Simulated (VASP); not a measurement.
Method: RPBE GGA, VASP's PBE PAW potentials (set 64) (plane waves; VASP).

The input files of a VASP run:

### POSCAR
```
Cd
1
    1.4900000000    -2.5807560000     0.0000000000
    1.4900000000     2.5807560000     0.0000000000
    0.0000000000     0.0000000000     5.6200000000
Cd
2
Direct
  0.3333330000   0.6666670000   0.2500000000
  0.6666670000   0.3333330000   0.7500000000
```

**KPOINTS**
```
Automatic mesh
0
Gamma
13 13 6
0 0 0
```

INCAR:
```
# general
SYSTEM  = Cd
PREC    = Accurate
ENCUT   = 520   # plane-wave cut-off (eV)
LREAL   = F
LASPH   = T   # aspherical one-centre terms

# electronic loop
EDIFF   = 1E-6
NELM    = 100   # most electronic steps
ALGO    = Normal
LMAXMIX = 4   # l cut-off of mixed one-centre charges

# smearing
ISMEAR  = 1   # Methfessel-Paxton
SIGMA   = 0.1   # width (eV)

# functional
GGA     = RP

# ions
IBRION  = 2   # conjugate gradients
NSW     = 60   # most ionic steps
ISIF    = 3
EDIFFG  = -0.01   # ionic stop

# output
LWAVE   = F
LCHARG  = F
```

POTCAR, in this order: Cd (PBE.64 set). Program: vasp_std.

Output

**OSZICAR**
```
       N       E                     dE             d eps       ncg     rms          rms(c)
DAV:   1     0.166427937909E+03    0.16643E+03   -0.13473E+04  2696   0.150E+03
DAV:   2     0.273064175244E+01   -0.16370E+03   -0.16049E+03  2736   0.373E+02
DAV:   3    -0.689143979839E+00   -0.34198E+01   -0.34158E+01  3320   0.642E+01
DAV:   4    -0.693278560877E+00   -0.41346E-02   -0.41345E-02  3160   0.195E+00
DAV:   5    -0.693289636157E+00   -0.11075E-04   -0.11075E-04  3248   0.937E-02    0.472E+00
DAV:   6    -0.632780770482E+00    0.60509E-01   -0.21116E-01  2936   0.599E+00    0.366E+00
DAV:   7    -0.636104213489E+00   -0.33234E-02   -0.36780E-02  3176   0.210E+00    0.141E+00
DAV:   8    -0.637432390215E+00   -0.13282E-02   -0.46513E-03  2976   0.944E-01    0.955E-02
DAV:   9    -0.637517145688E+00   -0.84755E-04   -0.41356E-05  3472   0.732E-02    0.358E-02
DAV:  10    -0.637573112770E+00   -0.55967E-04   -0.59480E-05  2952   0.852E-02    0.439E-03
DAV:  11    -0.637572969214E+00    0.14356E-06   -0.65958E-08  2312   0.309E-03
   1 F= -.63757297E+00 E0= -.63740326E+00  d E =-.637573E+00
       N       E                     dE             d eps       ncg     rms          rms(c)
DAV:   1    -0.418916745563E+01   -0.35516E+01   -0.75680E+01  2696   0.119E+02    0.188E+01
DAV:   2    -0.108958728001E+01    0.30996E+01   -0.76131E+00  2752   0.378E+01    0.586E+00
DAV:   3    -0.805465635560E+00    0.28412E+00   -0.44869E-01  2960   0.813E+00    0.528E+00
DAV:   4    -0.724850978063E+00    0.80615E-01   -0.69824E-02  2936   0.256E+00    0.127E+00
DAV:   5    -0.722246729781E+00    0.26042E-02   -0.51898E-03  3040   0.581E-01    0.157E-01
DAV:   6    -0.722493111249E+00   -0.24638E-03   -0.35163E-04  3048   0.167E-01    0.319E-02
DAV:   7    -0.722498922780E+00   -0.58115E-05   -0.27857E-05  3136   0.661E-02    0.425E-03
DAV:   8    -0.722499965151E+00   -0.10424E-05   -0.10523E-06  2216   0.989E-03    0.118E-03
DAV:   9    -0.722499909100E+00    0.56050E-07   -0.11360E-07  1504   0.485E-03
   2 F= -.72249991E+00 E0= -.72249037E+00  d E =-.849269E-01
       N       E                     dE             d eps       ncg     rms          rms(c)
DAV:   1    -0.733022916563E+00   -0.10523E-01   -0.21225E-01  2704   0.597E+00    0.774E-01
DAV:   2    -0.723474611056E+00    0.95483E-02   -0.26853E-02  2704   0.217E+00    0.226E-01
DAV:   3    -0.722814802451E+00    0.65981E-03   -0.13252E-03  2992   0.408E-01    0.191E-01
DAV:   4    -0.722637238431E+00    0.17756E-03   -0.13813E-04  2784   0.926E-02    0.153E-02
DAV:   5    -0.722636330796E+00    0.90763E-06   -0.47862E-06  2864   0.233E-02
   3 F= -.72263633E+00 E0= -.72265697E+00  d E =-.850634E-01
       N       E                     dE             d eps       ncg     rms          rms(c)
DAV:   1    -0.724162357825E+00   -0.15251E-02   -0.32027E-02  2688   0.231E+00    0.297E-01
DAV:   2    -0.722716551282E+00    0.14458E-02   -0.41083E-03  2696   0.847E-01    0.881E-02
DAV:   3    -0.722615425829E+00    0.10113E-03   -0.20070E-04  2976   0.158E-01    0.741E-02
DAV:   4    -0.722582532283E+00    0.32894E-04   -0.22376E-05  2784   0.371E-02    0.572E-03
DAV:   5    -0.722582243377E+00    0.28891E-06   -0.70422E-07  1880   0.912E-03
   4 F= -.72258224E+00 E0= -.72261681E+00  d E =-.850093E-01
       N       E                     dE             d eps       ncg     rms          rms(c)
DAV:   1    -0.727444693350E+00   -0.48622E-02   -0.18220E-01  2848   0.409E+00    0.391E-01
DAV:   2    -0.724192543308E+00    0.32522E-02   -0.47014E-03  2928   0.941E-01    0.182E-01
DAV:   3    -0.723207653881E+00    0.98489E-03   -0.92299E-04  2864   0.308E-01    0.984E-02
DAV:   4    -0.723007342298E+00    0.20031E-03   -0.32172E-04  2976   0.178E-01    0.286E-02
DAV:   5    -0.723007686131E+00   -0.34383E-06   -0.29336E-05  2976   0.630E-02    0.128E-02
DAV:   6    -0.723007025236E+00    0.66090E-06   -0.13230E-06  1536   0.147E-02
   5 F= -.72300703E+00 E0= -.72307887E+00  d E =-.424782E-03
       N       E                     dE             d eps       ncg     rms          rms(c)
DAV:   1    -0.724863525862E+00   -0.18558E-02   -0.75066E-02  2832   0.262E+00    0.250E-01
DAV:   2    -0.723532291265E+00    0.13312E-02   -0.19111E-03  2944   0.600E-01    0.116E-01
DAV:   3    -0.723124042147E+00    0.40825E-03   -0.38362E-04  2864   0.199E-01    0.625E-02
DAV:   4    -0.723041186687E+00    0.82855E-04   -0.13194E-04  2968   0.114E-01    0.185E-02
DAV:   5    -0.723041275836E+00   -0.89150E-07   -0.12004E-05  2984   0.404E-02    0.829E-03
DAV:   6    -0.723040912371E+00    0.36347E-06   -0.56767E-07  1392   0.967E-03
   6 F= -.72304091E+00 E0= -.72316211E+00  d E =-.458669E-03
       N       E                     dE             d eps       ncg     rms          rms(c)
DAV:   1    -0.723418628661E+00   -0.37735E-03   -0.15009E-02  2832   0.117E+00    0.112E-01
DAV:   2    -0.723146660211E+00    0.27197E-03   -0.38284E-04  2952   0.267E-01    0.520E-02
DAV:   3    -0.723065500962E+00    0.81159E-04   -0.77715E-05  2864   0.897E-02    0.276E-02
DAV:   4    -0.723052038764E+00    0.13462E-04   -0.26176E-05  2968   0.508E-02    0.825E-03
DAV:   5    -0.723052156989E+00   -0.11822E-06   -0.23757E-06  2192   0.182E-02
   7 F= -.72305216E+00 E0= -.72315041E+00  d E =-.469914E-03
       N       E                     dE             d eps       ncg     rms          rms(c)
DAV:   1    -0.723090872270E+00   -0.38834E-04   -0.14995E-03  2832   0.370E-01    0.363E-02
DAV:   2    -0.723064155276E+00    0.26717E-04   -0.39916E-05  2936   0.863E-02    0.167E-02
DAV:   3    -0.723055612759E+00    0.85425E-05   -0.79078E-06  2864   0.285E-02    0.885E-03
DAV:   4    -0.723053389060E+00    0.22237E-05   -0.26254E-06  2304   0.162E-02    0.256E-03
DAV:   5    -0.723053386948E+00    0.21123E-08   -0.33117E-07  1344   0.696E-03
   8 F= -.72305339E+00 E0= -.72315905E+00  d E =-.471144E-03
       N       E                     dE             d eps       ncg     rms          rms(c)
DAV:   1    -0.723057285161E+00   -0.38961E-05   -0.15031E-04  2832   0.117E-01    0.116E-02
DAV:   2    -0.723054173312E+00    0.31118E-05   -0.40279E-06  2736   0.274E-02    0.532E-03
DAV:   3    -0.723053401713E+00    0.77160E-06   -0.78829E-07  1440   0.909E-03
   9 F= -.72305340E+00 E0= -.72315697E+00  d E =-.471158E-03
       N       E                     dE             d eps       ncg     rms          rms(c)
DAV:   1    -0.723057595973E+00   -0.34227E-05   -0.17062E-04  2832   0.126E-01    0.122E-02
DAV:   2    -0.723053976449E+00    0.36195E-05   -0.44656E-06  2768   0.285E-02    0.564E-03
DAV:   3    -0.723053069273E+00    0.90718E-06   -0.93480E-07  1496   0.991E-03
  10 F= -.72305307E+00 E0= -.72315412E+00  d E =-.470826E-03
       N       E                     dE             d eps       ncg     rms          rms(c)
DAV:   1    -0.723830532786E+00   -0.77656E-03   -0.15275E-02  2688   0.160E+00    0.205E-01
DAV:   2    -0.723123601615E+00    0.70693E-03   -0.19876E-03  2688   0.589E-01    0.590E-02
DAV:   3    -0.723080277028E+00    0.43325E-04   -0.95718E-05  2864   0.108E-01    0.497E-02
DAV:   4    -0.723077093056E+00    0.31840E-05   -0.98480E-06  2760   0.239E-02    0.360E-03
DAV:   5    -0.723077275882E+00   -0.18283E-06   -0.25333E-07  1456   0.531E-03
  11 F= -.72307728E+00 E0= -.72317267E+00  d E =-.242066E-04
```

File OUTCAR:
```
------------------------ aborting loop because EDIFF is reached ----------------------------------------
  FORCE on cell =-STRESS in cart. coord.  units (eV):
  Direction    XX          YY          ZZ          XY          YZ          ZX
  --------------------------------------------------------------------------------------
  Total       -0.0146276     -0.0146276     -0.0081477      0.0000000     -0.0000000      0.0000000
  in kB       -0.4815579     -0.4815581     -0.2682304      0.0000000     -0.0000000      0.0000000
  external PRESSURE =      -0.4104488 kB  Pullay stress =       0.0000000 kB
  volume of cell :       48.67
      direct lattice vectors                 reciprocal lattice vectors
     1.554619881 -2.692680956 -0.000000000     0.321622029 -0.185688542  0.000000000
     1.554619881  2.692680956  0.000000000     0.321622029  0.185688542  0.000000000
    -0.000000000 -0.000000000  5.812953118     0.000000000 -0.000000000  0.172029600
 POSITION                                       TOTAL-FORCE (eV/Angst)
 -----------------------------------------------------------------------------------
      1.55462      0.89756      1.45324         0.000000     -0.000000     -0.000000
      1.55462     -0.89756      4.35971        -0.000000      0.000000      0.000000
 -----------------------------------------------------------------------------------
    total drift:                               -0.000000      0.000221      0.000001
  FREE ENERGIE OF THE ION-ELECTRON SYSTEM (eV)
  ---------------------------------------------------
  free  energy   TOTEN  =        -0.7230772759 eV

  energy  without entropy=       -0.7233634638  energy(sigma->0) =       -0.72317267

 reached required accuracy - stopping structural energy minimisation
```
(Selected blocks of OUTCAR.)

**CONTCAR**
```
Cd
   1.00000000000000
     1.5546198812460648   -2.6926809558693368   -0.0000000000000000
     1.5546198812460648    2.6926809558693368    0.0000000000000000
    -0.0000000000000000   -0.0000000000000000    5.8129531182931986
  Cd
     2
Direct
     0.3333330000000032    0.6666669999999968    0.2500000000000000
     0.6666669999999968    0.3333330000000032    0.7500000000000000
```

Energy and stress use the plane-wave basis of the starting cell.

The compound is Cd in the hcp structure. This run relaxes it. Symmetry was kept, so distortions that lower it aren't found.
